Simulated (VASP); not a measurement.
Elastic constants (GPa) of a crystal from PBEsol GGA, VASP's PBE PAW potentials (set 64) (VASP):

```tsv
	xx	yy	zz	yz	xz	xy
xx	86.5	25.2	26.6	0.0	0.0	0.0
yy	25.2	86.5	26.6	0.0	0.0	0.0
zz	26.6	26.6	93.0	0.0	0.0	0.0
yz	0.0	0.0	0.0	32.6	0.0	0.0
xz	0.0	0.0	0.0	0.0	32.6	0.0
xy	0.0	0.0	0.0	0.0	0.0	30.7
```

The 4f electrons are frozen in the core of the lanthanide potential, so 4f levels, which can set the real gap, and their magnetism are missing. Finite-difference elastic constants of metals are sensitive to mesh and smearing; shear constants can be off by tens of GPa.

Q: Work out the Voigt, Reuss and Hill moduli, Young's modulus and Poisson's ratio.

A: All eigenvalues are positive (smallest 30.7 GPa), so the crystal is stable. K_V = (C11+C22+C33+2(C12+C13+C23))/9 = (266.0 + 2×78.4)/9 = 47.0 GPa; G_V = (266.0 − 78.4 + 3×95.9)/15 = 31.7 GPa. From the compliances, K_R = 46.9 GPa and G_R = 31.7 GPa. Hill: K = 46.9 GPa, G = 31.7 GPa, E = 9KG/(3K+G) = 77.6 GPa, ν = (3K−2G)/(2(3K+G)) = 0.225. K/G = 1.48, below Pugh's 1.75; universal anisotropy A^U = 0.01.

Q: With a density of 9.22 g/cm³, what are the mean sound speeds?

A: v_l = √((K+4G/3)/ρ) = 3.11 km/s and v_t = √(G/ρ) = 1.85 km/s. The crystal is Ho (hcp), hexagonal.

The compound is Ho in the hcp structure. It was relaxed first.
